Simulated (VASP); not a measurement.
**SnO2: single point with LDA**

SnO2, a slab with vacuum:

```
O Sn
1.0
     3.19590    0.00000    0.00000
     0.00000    6.68536    0.00000
     0.00000    0.00000   27.62146
O Sn
16 8
Direct
  0.00000 0.00000 0.27153
  0.50000 0.30604 0.31847
  0.50000 0.69396 0.31847
  0.00000 0.00000 0.36542
  0.00000 0.50000 0.39255
  0.50000 0.80604 0.43949
  0.50000 0.19396 0.43949
  0.00000 0.50000 0.48644
  0.00000 0.00000 0.51356
  0.50000 0.30604 0.56051
  0.50000 0.69396 0.56051
  0.00000 0.00000 0.60745
  0.00000 0.50000 0.63458
  0.50000 0.80604 0.68153
  0.50000 0.19396 0.68153
  0.00000 0.50000 0.72847
  0.00000 0.50000 0.31847
  0.50000 0.00000 0.31847
  0.00000 0.00000 0.43949
  0.50000 0.50000 0.43949
  0.00000 0.50000 0.56051
  0.50000 0.00000 0.56051
  0.00000 0.00000 0.68153
  0.50000 0.50000 0.68153
```

```json
{
  "Program": "VASP 6.6.1",
  "Task": "single point",
  "Functional": "LDA",
  "Potentials or basis": "VASP PAW LDA potentials, release 64 (O, Sn_d)",
  "Cutoff": "520 eV",
  "k mesh": "8 × 4 × 1",
  "Occupations": "gaussian, width 0.03 eV",
  "Spin": "no spin polarisation"
}
```

```
Largest force                          : 2.567 eV/Å
Band gap on the k mesh                 : 0.37 eV, indirect (least direct gap 0.44 eV)
Ionisation potential of the upper face : 7.22 eV
```

Forces on the atoms (eV/Å):
```
O    0.000  0.000  1.148
O    0.000  1.500 -0.631
O    0.000 -1.500 -0.631
O    0.000  0.000  1.082
O    0.000  0.000 -0.443
O    0.000 -0.171  0.020
O    0.000  0.171  0.020
O    0.000  0.000 -0.068
O    0.000  0.000  0.068
O    0.000 -0.171 -0.020
O    0.000  0.171 -0.020
O    0.000  0.000  0.443
O    0.000  0.000 -1.082
O    0.000  1.500  0.631
O    0.000 -1.500  0.631
O    0.000  0.000 -1.148
Sn   0.000  0.000  1.851
Sn   0.000  0.000 -2.567
Sn   0.000  0.000 -0.165
Sn   0.000  0.000  0.313
Sn   0.000  0.000  0.165
Sn   0.000  0.000 -0.313
Sn   0.000  0.000 -1.851
Sn   0.000  0.000  2.567
```

Levels at points of the mesh, in eV from the valence-band top:
```csv
k point,band 100,band 101,band 102,band 103,band 104,band 105,band 106,band 107,band 108,band 109
"(0.00, 0.00, 0.00)",-0.79,-0.42,-0.41,-0.09,-0.07,0.37,0.56,1.75,3.11,4.13
"(0.50, 0.00, 0.00)",-1.57,-0.27,-0.22,-0.01,-0.01,2.04,2.04,4.24,4.49,4.84
"(0.00, 0.50, 0.00)",-0.58,-0.40,-0.40,-0.31,-0.31,1.09,1.09,2.98,2.98,3.75
"(0.50, 0.50, 0.00)",-1.43,-0.19,-0.19,-0.06,-0.06,2.13,2.13,5.21,5.21,5.40
```

Core levels (eV, on the scale of the bands):
```tsv
atom	levels
1 O	1s -499.5
2 O	1s -501.9
3 O	1s -501.9
4 O	1s -500.9
5 O	1s -501.3
6 O	1s -501.1
```

Wall time 4.1 min on 8 MPI ranks on Intel(R) Xeon(R) Platinum 8488C (Sapphire Rapids), with other jobs on the host, peak memory 0.53 GiB a rank.

Caveat: spin-orbit coupling is left out, which moves the levels of the heavy elements. A hybrid or GW would open this gap; LDA tends to underestimate it.
